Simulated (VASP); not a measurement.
Consider the following.

```
ZrSe2
1.0
    1.84777    -3.20043     0.00000
    1.84777     3.20043     0.00000
    0.00000     0.00000     5.94223
Zr Se
1 2
Cartesian
  0.00000   0.00000   0.00000
  1.84777   1.06681   1.58591
  1.84777  -1.06681   4.35632
```

The numbers are results of LDA (Ceperley-Alder, Perdew-Zunger) with spin-orbit coupling, VASP's LDA PAW potentials (set 64) (plane waves; VASP 6.6.1), not measurements. Settings: 400 eV cut-off, 9×9×5 Γ-centred mesh, Gaussian smearing of 0.050 eV, potentials Zr_sv Se.

Problem. Give the energies of bands 17 to 30 at the high-symmetry points, in eV from the Fermi level.

Solution. 
```
band      Γ      M      K      A      L      H
----  -----  -----  -----  -----  -----  -----
17    -2.75  -3.10  -3.98  -2.75  -3.01  -3.58
18    -2.75  -3.10  -3.98  -2.75  -3.01  -3.58
19    -0.35  -2.62  -2.62  -2.66  -2.84  -2.93
20    -0.35  -2.62  -2.62  -2.66  -2.84  -2.93
21     0.12  -2.60  -2.59  -0.51  -1.16  -2.25
22     0.12  -2.60  -2.59  -0.51  -1.16  -2.25
23     0.22  -1.57  -1.89  -0.20  -0.84  -2.21
24     0.22  -1.57  -1.89  -0.20  -0.84  -2.21
25     0.91   0.20   1.73   0.87  -0.08   1.79
26     0.91   0.20   1.73   0.87  -0.08   1.79
27     0.93   2.59   2.55   0.88   2.59   1.88
28     0.93   2.59   2.55   0.88   2.59   1.88
29     1.20   3.05   2.66   1.77   3.02   1.98
30     1.20   3.05   2.66   1.77   3.02   1.98
```

It has no gap at this level: it comes out as a metal or semimetal.

The compound is ZrSe2 in the 1T layered structure. It was relaxed first, which changed the volume by -7 %.
